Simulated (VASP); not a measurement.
```yaml
crystal:
  lattice:
    - [0.00000, 3.29372, 3.29372]
    - [3.29372, 0.00000, 3.29372]
    - [3.29372, 3.29372, 0.00000]
  atoms:
    - { symbol: Hg, position: [0.00000, 0.00000, 0.00000] }
    - { symbol: Te, position: [0.25000, 0.25000, 0.25000] }
```

Calculation: HSEsol screened hybrid, VASP's PBE PAW potentials (set 64) (plane waves; VASP). Numerical set-up: 520 eV cut-off, 6×6×6 Γ-centred mesh, Gaussian smearing of 0.050 eV, potentials Hg Te.

Problem. Give the stress tensor in GPa (positive for a compressed cell).

Solution. 
```
-2.08   0.00   0.00
 0.00  -2.08   0.00
 0.00   0.00  -2.08
```
The pressure is its mean diagonal, -2.08 GPa.

The compound is HgTe in the zinc blende structure. This cell is one point of a volume scan, at 0.97 of the reference volume. The cell's shape comes from a PBE relaxation.
